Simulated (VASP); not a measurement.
The system is Ni.

```
Ni
1.0
     0.00000    1.76194    1.76194
     1.76194    0.00000    1.76194
     1.76194    1.76194    0.00000
Ni
1
Direct
  0.00000 0.00000 0.00000
```

```yaml
Program: VASP 6.6.1
Task: relaxation of cell and atoms
Functional: PBE
Potentials_or_basis: VASP PAW PBE potentials, release 64 (Ni)
Cutoff: 520 eV
k_mesh: 20 × 20 × 20
Occupations: gaussian, width 0.1 eV
Spin: collinear spin, ferromagnetic start
Starting_moments: "[0.8] μB"
Hubbard_terms: Ni d U = 2.0 eV
```

At the start: pressure -4.1 GPa; volume 10.94 Å³/atom.

**Question.** Where does the relaxation end?

**Answer.** Over 3 steps the energy falls by 3.5 meV/atom and the volume is 10.68 Å³/atom (-2.4 %); space group Fm-3m (No. 225, to 0.05 Å); moment 0.67 μB per cell.

The path:
| step | energy change (eV) | largest force (eV/Å) | pressure (GPa) | volume (Å³) |
| --- | --- | --- | --- | --- |
| 1 | 0.0000 | 0.0000 | -4.14 | 10.94 |
| 2 | -0.0016 | 0.0000 | 3.33 | 10.50 |
| 3 | -0.0035 | 0.0000 | 0.01 | 10.68 |

Final structure:
```
CELL_PARAMETERS angstrom
0.00000 1.74785 1.74785
1.74785 0.00000 1.74785
1.74785 1.74785 0.00000
ATOMIC_POSITIONS crystal
Ni 0.00000 0.00000 0.00000
```

Caveat: the U is typed as a test and isn't derived for this compound.
